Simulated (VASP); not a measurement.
# Lattice of Au (Gold), functional by functional

How much does the relaxed cell of Au (Gold) depend on the functional? The starting structure is a measured crystal structure from the Crystallography Open Database. The first relaxation on each setting starts from this cell expanded by 3 % in volume.

Program: VASP 6.6.1. Level of theory: Kohn-Sham DFT with plane waves and PAW; PBEsol, LDA, PBE, PBEsol + D3(BJ), r2SCAN, r2SCAN + rVV10, vdW-DF-cx and AM05. Results are calculated unless marked as measured.

**1. Set-up**

The structure is cubic, space group Fm-3m (No. 225). Conventional cell: a = 4.078 Å, b = 4.078 Å, c = 4.078 Å, α = 90.00°, β = 90.00°, γ = 90.00°. Nearest to Au lie 12 Au at 2.88 Å.

**2. Relaxation with PBEsol**

PBEsol restores the gradient expansion of exchange and is tuned for the cells of solids.

File INCAR:

```
SYSTEM = Au
PREC = Accurate
ENCUT = 450
EDIFF = 1E-06
NELM = 100
ISMEAR = 1
SIGMA = 0.15
LREAL = .FALSE.
ALGO = Normal
GGA = PS
NBANDS = 11
LORBIT = 11
LWAVE = .FALSE.
LCHARG = .FALSE.
KPAR = 4
IBRION = 2
NSW = 50
ISIF = 3
EDIFFG = -0.004
```

File POSCAR:

```
Au
1.0
    0.0000000000      2.0593156695      2.0593156695
    2.0593156695      0.0000000000      2.0593156695
    2.0593156695      2.0593156695      0.0000000000
Au
1
Direct
    0.0000000000      0.0000000000      0.0000000000
```

File KPOINTS:

```
Automatic mesh
0
Gamma
18 18 18
0 0 0
```

The projector-augmented-wave data sets are Au (PBE family, release 64).

Run with:

```
$ mpirun -np 4 vasp_std
```

The log of the run:

```text
[banner, memory and clock lines left out]
running    4 mpi-ranks, on    1 nodes
 distrk:  each k-point on    1 cores,    4 groups
 distr:  one band on    1 cores,    1 groups

 POSCAR found type information on POSCAR Au
 POSCAR found :  1 types and       1 ions
|                                                                             |
|               ----> ADVICE to this user running VASP <----                  |
|                                                                             |
|     You enforced a specific xc type in the INCAR file but a different       |
|     [... a line on the potential file left out ...]
|     I HOPE YOU KNOW WHAT YOU ARE DOING!                                     |
|                                                                             |

 LDA part: xc-table for (Slater+PW92), standard interpolation
 POSCAR, INCAR and KPOINTS ok, starting setup
 FFT: planning ... GRIDC
 FFT: planning ... GRID_SOFT
 FFT: planning ... GRID
 WAVECAR not read
 entering main loop
       N       E                     dE             d eps       ncg     rms          rms(c)
DAV:   1     0.408172648151E+02    0.40817E+02   -0.51633E+03  4666   0.780E+02
DAV:   2    -0.371668306769E+01   -0.44534E+02   -0.42150E+02  4895   0.177E+02
DAV:   3    -0.425331808390E+01   -0.53664E+00   -0.53602E+00  4903   0.187E+01
DAV:   4    -0.425504260648E+01   -0.17245E-02   -0.17244E-02  4791   0.125E+00
DAV:   5    -0.425505526497E+01   -0.12658E-04   -0.12659E-04  4938   0.103E-01    0.889E+00
DAV:   6    -0.394160217336E+01    0.31345E+00   -0.93802E-01  4530   0.812E+00    0.557E+00
DAV:   7    -0.392099827211E+01    0.20604E-01   -0.69102E-02  4890   0.218E+00    0.279E+00
DAV:   8    -0.391817183689E+01    0.28264E-02   -0.12854E-03  4617   0.350E-01    0.273E-01
DAV:   9    -0.391816303048E+01    0.88064E-05   -0.74845E-06  4812   0.246E-02    0.109E-02
DAV:  10    -0.391816638296E+01   -0.33525E-05   -0.11317E-06  4669   0.964E-03    0.145E-03
DAV:  11    -0.391816645159E+01   -0.68627E-07   -0.42838E-08  2439   0.178E-03
   1 F= -.39181665E+01 E0= -.39181907E+01  d E =-.391817E+01
[...]
2 F= -.39072159E+01 E0= -.39072144E+01  d E =0.109506E-01
[...]
3 F= -.39245233E+01 E0= -.39245243E+01  d E =-.635686E-02
[...]
4 F= -.39245234E+01 E0= -.39245241E+01  d E =-.635693E-02
 curvature:  -0.17 expect dE=-0.437E-06 dE for cont linesearch -0.437E-06
 ZBRENT: accuracy reached
 trial: gam= 0.00000 g(F)=  0.132E-63 g(S)=  0.258E-05 ort =-0.287E-03 (trialstep = 0.879E+00)
 search vector abs. value=  0.258E-05
 bond charge predicted
       N       E                     dE             d eps       ncg     rms          rms(c)
DAV:   1    -0.392455904951E+01   -0.36168E-04   -0.65882E-04  4488   0.251E-01    0.354E-02
DAV:   2    -0.392452578692E+01    0.33263E-04   -0.10233E-04  4407   0.848E-02    0.148E-02
DAV:   3    -0.392452384500E+01    0.19419E-05   -0.62722E-06  4218   0.203E-02    0.107E-02
DAV:   4    -0.392452332883E+01    0.51617E-06   -0.23584E-07  2307   0.363E-03
   5 F= -.39245233E+01 E0= -.39245244E+01  d E =0.537675E-07
 trial-energy change:    0.000000  1 .order   -0.000000   -0.000002    0.000002
 step:   0.4624(harm=  0.4624)  dis= 0.00000  next Energy=    -3.924524 (dE=-0.596E-06)
 reached required accuracy - stopping structural energy minimisation
```

It took 8.2 s on 4 MPI ranks of Intel Xeon 6975P-C (Granite Rapids), shared host; peak memory 0.63 GiB; 30 s of CPU time.

Lines that name or quote the potential files are left out of all logs, and their timing lines are given in words.

OUTCAR, selected parts (step 2):

```text
ion  position               nearest neighbor table
   1  0.000  0.000  0.000-

  LATTYP: Found a face centered cubic cell.
 ALAT       =     4.1186313390

 Subroutine GETGRP returns: Found 48 space group operations
 (whereof 48 operations were pure point group operations)

The static configuration has the point symmetry O_h .

 Found    195 irreducible k-points:

   k-points           NKPTS =    195   k-points in BZ     NKDIM =    195   number of bands    NBANDS=     11

   dimension x,y,z NGX =    20 NGY =   20 NGZ =   20
   dimension x,y,z NGXF=    40 NGYF=   40 NGZF=   40

   ENCUT  =  450.0 eV  33.07 Ry    5.75 a.u.   5.04  5.04  5.04*2*pi/ulx,y,z

   NELECT =      11.0000    total number of electrons

 k-points in reciprocal lattice and weights: Automatic mesh
   0.00000000  0.00000000  0.00000000       0.000
   0.05555556  0.00000000  0.00000000       0.001
   0.11111111  0.00000000  0.00000000       0.001
   0.16666667  0.00000000  0.00000000       0.001
   0.22222222  0.00000000  0.00000000       0.001
   0.27777778  0.00000000  0.00000000       0.001
   0.33333333  0.00000000  0.00000000       0.001
   0.38888889  0.00000000  0.00000000       0.001
   0.44444444  0.00000000  0.00000000       0.001
[...]
-0.27777778  0.44444444  0.22222222       0.004
  -0.27777778  0.50000000  0.22222222       0.002

 average (electrostatic) potential at core
       1 -64.0532

 E-fermi :   9.2737

 k-point     1 :       0.0000    0.0000    0.0000
  band No.  band energies     occupation
    ...
      2       4.6204      2.00000
      3       4.6204      2.00000
      4       4.6204      2.00000
      5       6.1573      2.00000
      6       6.1573      2.00000
      7      23.8046      0.00000
      8      27.8093      0.00000
      9      27.8093      0.00000
     10      27.8093      0.00000
     11      32.6811      0.00000

 k-point     2 :       0.0556    0.0000    0.0000
  band No.  band energies     occupation
    ...
      2       4.5841      2.00000
      3       4.6581      2.00000
      4       4.6581      2.00000
      5       6.1398      2.00000
      6       6.1398      2.00000
      7      23.9343      0.00000
      8      27.0915      0.00000
      9      27.9388      0.00000
     10      27.9388      0.00000
     11      33.2993      0.00000

 k-point     3 :       0.1111    0.0000    0.0000
  band No.  band energies     occupation
    ...
      2       4.4919      2.00000
      3       4.7566      2.00000
      4       4.7566      2.00000
      5       6.1041      2.00000
      6       6.1041      2.00000
      7      24.2293      0.00000
      8      25.6113      0.00000
      9      28.3052      0.00000
     10      28.3052      0.00000
     11      33.0807      0.00000

  Total       -0.0037983     -0.0037983     -0.0037983      0.0000000      0.0000000      0.0000000
  in kB       -0.3577120     -0.3577120     -0.3577120      0.0000000      0.0000000      0.0000000
  external PRESSURE =      -0.3577120 kB  Pullay stress =       0.0000000 kB

  energy-cutoff  :      450.00
  volume of cell :       17.01
      direct lattice vectors                 reciprocal lattice vectors
     0.000000000  2.041317138  2.041317138    -0.244939892  0.244939892  0.244939892
     2.041317138  0.000000000  2.041317138     0.244939892 -0.244939892  0.244939892
     2.041317138  2.041317138  0.000000000     0.244939892  0.244939892 -0.244939892

 POSITION                                       TOTAL-FORCE (eV/Angst)
 -----------------------------------------------------------------------------------
      0.00000      2.04132      2.04132         0.000000      0.000000     -0.000000
 -----------------------------------------------------------------------------------
    total drift:                               -0.000000     -0.000000     -0.000000

  FREE ENERGIE OF THE ION-ELECTRON SYSTEM (eV)
  ---------------------------------------------------
  free  energy   TOTEN  =        -3.9245233288 eV

  energy  without entropy=       -3.9245264336  energy(sigma->0) =       -3.92452436

 reached required accuracy - stopping structural energy minimisation

 total charge
# of ion       s       p       d       tot
------------------------------------------
    1        0.536   0.359   8.750   9.646

[... 3 further parts left out ...]
```

This run has no spin polarisation. Its electron count is odd, so without a moment it is a metal by construction. The PAW data sets were made with PBE, which is usual practice but a small mismatch for other functionals. The run keeps the 48 symmetry operations of its start, so it cannot find a distortion of lower symmetry.

With PBEsol the relaxed cell holds 17.012 Å³ an atom, +0.32 % against the measured cell, with a = 4.083 Å. Pressures at 0.985 and 1.015 times this volume, from two more relaxations that aren't shown, give a bulk modulus of 175.3 GPa.

**3. Relaxation with LDA**

LDA, the lowest rung, knows the local density alone. This run starts from the cell of an earlier relaxation, which isn't shown; the restart sets up the plane waves anew.

INCAR, as its differences from that of step 2:

```diff
@@ -9,3 +9,3 @@
 ALGO = Normal
-GGA = PS
+GGA = CA
 NBANDS = 11
```

File POSCAR:

```
Au
1.0
    0.0000000000      2.0262653151      2.0262653151
    2.0262653151      0.0000000000      2.0262653151
    2.0262653151      2.0262653151      0.0000000000
Au
1
Direct
    0.0000000000      0.0000000000      0.0000000000
```

KPOINTS is that of step 2.

Potentials, in the order of the species: Au (LDA family, release 64).

Run with:

```
$ mpirun -np 4 vasp_std
```

The log of the run:

```text
[banner, memory and clock lines left out]
running    4 mpi-ranks, on    1 nodes
[...]
LDA part: xc-table for (Slater(with rela. corr.)+CA(PZ))
 , standard interpolation
 POSCAR, INCAR and KPOINTS ok, starting setup
[...]
entering main loop
       N       E                     dE             d eps       ncg     rms          rms(c)
DAV:   1     0.414621419741E+02    0.41462E+02   -0.52350E+03  4541   0.790E+02
DAV:   2    -0.423141192919E+01   -0.45694E+02   -0.43394E+02  4869   0.180E+02
DAV:   3    -0.477065955634E+01   -0.53925E+00   -0.53845E+00  4925   0.190E+01
DAV:   4    -0.477233525576E+01   -0.16757E-02   -0.16756E-02  4848   0.123E+00
[...]
DAV:   8    -0.444571171367E+01    0.34344E-02   -0.20151E-03  4632   0.482E-01    0.257E-01
DAV:   9    -0.444571044160E+01    0.12721E-05   -0.77511E-06  4821   0.271E-02    0.110E-02
DAV:  10    -0.444571112347E+01   -0.68187E-06   -0.90506E-07  3944   0.744E-03
   1 F= -.44457111E+01 E0= -.44457032E+01  d E =-.444571E+01
[...]
reached required accuracy - stopping structural energy minimisation
```

Wall time 2.8 s (4 MPI ranks); peak memory 0.52 GiB; 9.1 s of CPU time.

Parts of OUTCAR (step 3):

```text
  Total        0.0039474      0.0039474      0.0039474      0.0000000      0.0000000     -0.0000000
  in kB        0.3801029      0.3801029      0.3801029      0.0000000      0.0000000     -0.0000000
  external PRESSURE =       0.3801029 kB  Pullay stress =       0.0000000 kB

 POSITION                                       TOTAL-FORCE (eV/Angst)
 -----------------------------------------------------------------------------------
      0.00000      0.00000      0.00000         0.000000     -0.000000     -0.000000
 -----------------------------------------------------------------------------------
    total drift:                                0.000000     -0.000000      0.000000

  FREE ENERGIE OF THE ION-ELECTRON SYSTEM (eV)
  ---------------------------------------------------
  free  energy   TOTEN  =        -4.4457111235 eV

  energy  without entropy=       -4.4456874499  energy(sigma->0) =       -4.44570323

[... 2 parts as in an earlier step ...]

[... 2 further parts left out ...]
[key lines of the parts left out:]
E-fermi :   9.6706
```

With LDA the relaxed cell holds 16.639 Å³ an atom, -1.88 % against the measured cell, with a = 4.053 Å. That is -2.20 % from PBEsol. Pressures at 0.985 and 1.015 times this volume, from two more relaxations that aren't shown, give a bulk modulus of 191.9 GPa.

**4. Relaxation with PBE**

PBE, the usual starting point, adds the gradient of the density.

INCAR, as its differences from that of step 3:

```diff
@@ -9,3 +9,3 @@
 ALGO = Normal
-GGA = CA
+GGA = PE
 NBANDS = 11
```

File POSCAR:

```
Au
1.0
    0.0000000000      2.0593156695      2.0593156695
    2.0593156695      0.0000000000      2.0593156695
    2.0593156695      2.0593156695      0.0000000000
Au
1
Direct
    0.0000000000      0.0000000000      0.0000000000
```

KPOINTS is that of step 3.

Potentials, in the order of the species: Au (PBE family, release 64).

Run with:

```
$ mpirun -np 4 vasp_std
```

The log of the run:

```text
[banner, memory and clock lines left out]
running    4 mpi-ranks, on    1 nodes
[...]
LDA part: xc-table for (Slater+PW92), standard interpolation
 POSCAR, INCAR and KPOINTS ok, starting setup
[...]
entering main loop
       N       E                     dE             d eps       ncg     rms          rms(c)
DAV:   1     0.418506957128E+02    0.41851E+02   -0.51706E+03  4658   0.780E+02
DAV:   2    -0.293864896681E+01   -0.44789E+02   -0.42421E+02  4895   0.177E+02
DAV:   3    -0.347718568039E+01   -0.53854E+00   -0.53795E+00  4900   0.188E+01
DAV:   4    -0.347896388467E+01   -0.17782E-02   -0.17781E-02  4791   0.127E+00
[...]
DAV:   9    -0.321549478929E+01    0.66550E-05   -0.73524E-06  4899   0.245E-02    0.157E-02
DAV:  10    -0.321550048693E+01   -0.56976E-05   -0.28067E-06  4725   0.176E-02    0.177E-03
DAV:  11    -0.321550052269E+01   -0.35765E-07   -0.53201E-08  2475   0.190E-03
   1 F= -.32155005E+01 E0= -.32155323E+01  d E =-.321550E+01
[...]
DAV:   6    -0.321064184148E+01   -0.68755E-05   -0.59688E-06  4718   0.209E-02    0.180E-03
DAV:   7    -0.321064161868E+01    0.22280E-06   -0.48078E-08  2511   0.209E-03
   2 F= -.32106416E+01 E0= -.32107628E+01  d E =0.485890E-02
 trial-energy change:    0.004859  1 .order    0.003416   -0.030792    0.037625
 step:   0.4193(harm=  0.4501)  dis= 0.00000  next Energy=    -3.221849 (dE=-0.635E-02)
[...]
N       E                     dE             d eps       ncg     rms          rms(c)
DAV:   1    -0.340940656816E+01   -0.19876E+00   -0.34152E+00  4467   0.178E+01    0.258E+00
DAV:   2    -0.322810356374E+01    0.18130E+00   -0.57624E-01  4434   0.621E+00    0.858E-01
DAV:   3    -0.322160378999E+01    0.64998E-02   -0.28737E-02  4806   0.134E+00    0.665E-01
DAV:   4    -0.322177656392E+01   -0.17277E-03   -0.16133E-03  4479   0.272E-01    0.113E-01
DAV:   5    -0.322174652998E+01    0.30034E-04   -0.30740E-05  4680   0.443E-02    0.127E-02
DAV:   6    -0.322175085499E+01   -0.43250E-05   -0.65639E-07  4504   0.651E-03    0.142E-03
DAV:   7    -0.322175123553E+01   -0.38054E-06   -0.54591E-08  2352   0.218E-03
   3 F= -.32217512E+01 E0= -.32218275E+01  d E =-.625071E-02
[...]
reached required accuracy - stopping structural energy minimisation
```

It took 6.2 s on 4 MPI ranks; peak memory 0.61 GiB; 22 s of CPU time.

From OUTCAR (step 4):

```text
  Total       -0.0025821     -0.0025821     -0.0025821     -0.0000000     -0.0000000      0.0000000
  in kB       -0.2303479     -0.2303479     -0.2303479     -0.0000000     -0.0000000      0.0000000
  external PRESSURE =      -0.2303479 kB  Pullay stress =       0.0000000 kB

 POSITION                                       TOTAL-FORCE (eV/Angst)
 -----------------------------------------------------------------------------------
      0.00000      0.00000      0.00000        -0.000000      0.000000     -0.000000
 -----------------------------------------------------------------------------------
    total drift:                                0.000000      0.000000      0.000000

  FREE ENERGIE OF THE ION-ELECTRON SYSTEM (eV)
  ---------------------------------------------------
  free  energy   TOTEN  =        -3.2217512355 eV

  energy  without entropy=       -3.2219801473  energy(sigma->0) =       -3.22182754

[... 2 parts as in an earlier step ...]

[... 2 further parts left out ...]
[key lines of the parts left out:]
E-fermi :   8.5680
```

With PBE the relaxed cell holds 17.960 Å³ an atom, +5.91 % against the measured cell, with a = 4.157 Å. That is +5.57 % from PBEsol. Pressures at 0.985 and 1.015 times this volume, from two more relaxations that aren't shown, give a bulk modulus of 141.7 GPa.

**5. Relaxation with PBEsol + D3(BJ)**

D3 with Becke-Johnson damping keeps a finite attraction at short range. This run starts from the cell of an earlier relaxation, which isn't shown; the restart sets up the plane waves anew.

INCAR, as its differences from that of step 4:

```diff
@@ -9,3 +9,4 @@
 ALGO = Normal
-GGA = PE
+GGA = PS
+IVDW = 12
 NBANDS = 11
```

File POSCAR:

```
Au
1.0
    0.0000000000      2.0182435434      2.0182435434
    2.0182435434      0.0000000000      2.0182435434
    2.0182435434      2.0182435434      0.0000000000
Au
1
Direct
    0.0000000000      0.0000000000      0.0000000000
```

KPOINTS is that of step 4.

Run with:

```
$ mpirun -np 4 vasp_std
```

The log of the run:

```text
[banner, memory and clock lines left out]
running    4 mpi-ranks, on    1 nodes
[...]
[... a notice as in an earlier step ...]

 LDA part: xc-table for (Slater+PW92), standard interpolation
 POSCAR, INCAR and KPOINTS ok, starting setup
[...]
entering main loop
       N       E                     dE             d eps       ncg     rms          rms(c)
DAV:   1     0.398255043216E+02    0.39826E+02   -0.52317E+03  4754   0.792E+02
DAV:   2    -0.379179407181E+01   -0.43617E+02   -0.41367E+02  4842   0.177E+02
DAV:   3    -0.424887842350E+01   -0.45708E+00   -0.45668E+00  4939   0.178E+01
DAV:   4    -0.425032425526E+01   -0.14458E-02   -0.14458E-02  4818   0.115E+00
[...]
DAV:   9    -0.391315854870E+01    0.89589E-05   -0.92260E-06  4887   0.293E-02    0.957E-03
DAV:  10    -0.391316159148E+01   -0.30428E-05   -0.10923E-06  4568   0.856E-03    0.671E-04
DAV:  11    -0.391316167276E+01   -0.81289E-07   -0.46129E-08  2460   0.191E-03
   1 F= -.45682152E+01 E0= -.45682117E+01  d E =-.456822E+01
[...]
N       E                     dE             d eps       ncg     rms          rms(c)
DAV:   1    -0.391367320858E+01   -0.51162E-03   -0.10489E-03  4524   0.319E-01    0.447E-02
DAV:   2    -0.391362040822E+01    0.52800E-04   -0.15633E-04  4482   0.106E-01    0.196E-02
DAV:   3    -0.391361726857E+01    0.31397E-05   -0.10734E-05  4650   0.268E-02    0.137E-02
DAV:   4    -0.391361660626E+01    0.66231E-06   -0.39252E-07  2489   0.471E-03
   2 F= -.45682135E+01 E0= -.45682097E+01  d E =0.178830E-05
 trial-energy change:    0.000002  1 .order    0.000001   -0.000003    0.000005
 step:   0.3742(harm=  0.3742)  dis= 0.00000  next Energy=    -4.568216 (dE=-0.606E-06)
[...]
N       E                     dE             d eps       ncg     rms          rms(c)
DAV:   1    -0.391335495487E+01    0.26231E-03   -0.41377E-04  4503   0.200E-01    0.281E-02
DAV:   2    -0.391333331100E+01    0.21644E-04   -0.61258E-05  4431   0.662E-02    0.123E-02
DAV:   3    -0.391333260033E+01    0.71067E-06   -0.41934E-06  3102   0.168E-02
   3 F= -.45682152E+01 E0= -.45682116E+01  d E =0.343246E-08
[...]
reached required accuracy - stopping structural energy minimisation
```

Elapsed: 5 s, on 4 MPI ranks; peak memory 0.62 GiB.

OUTCAR, selected parts (step 5):

```text
 Edisp (eV)   -0.65460

 Edisp (eV)   -0.65488

  Total      -0.00045    -0.00045    -0.00045     0.00000     0.00000     0.00000
  in kB      -0.04364    -0.04364    -0.04364     0.00000     0.00000     0.00000
  external pressure =       -0.04 kB  Pullay stress =        0.00 kB

 POSITION                                       TOTAL-FORCE (eV/Angst)
 -----------------------------------------------------------------------------------
      0.00000      0.00000      0.00000         0.000000     -0.000000      0.000000
 -----------------------------------------------------------------------------------
    total drift:                               -0.000000     -0.000000      0.000000

  FREE ENERGIE OF THE ION-ELECTRON SYSTEM (eV)
  ---------------------------------------------------
  free  energy   TOTEN  =        -4.5682152351 eV

  energy  without entropy=       -4.5682044316  energy(sigma->0) =       -4.56821163

[... 2 parts as in an earlier step ...]

[... 2 further parts left out ...]
[key lines of the parts left out:]
E-fermi :   9.8688
```

With PBEsol + D3(BJ) the relaxed cell holds 16.446 Å³ an atom, -3.02 % against the measured cell, with a = 4.037 Å. That is -3.33 % from PBEsol. Pressures at 0.985 and 1.015 times this volume, from two more relaxations that aren't shown, give a bulk modulus of 198.9 GPa.

[end of part 1 of 2]

[Lines on the potential files, build, host, timing and source positions are cut from VASP's logs without a mark.]

[Logs are printed without paths, hosts, clocks, repeated set-up lines and the standing remarks that a program may print on its own settings, such as how far it seeks lower states.]

[Hosts, paths, dates, database ids (printed as entryN), source tags and the programs' standing remarks are cut or masked in the printed files.]
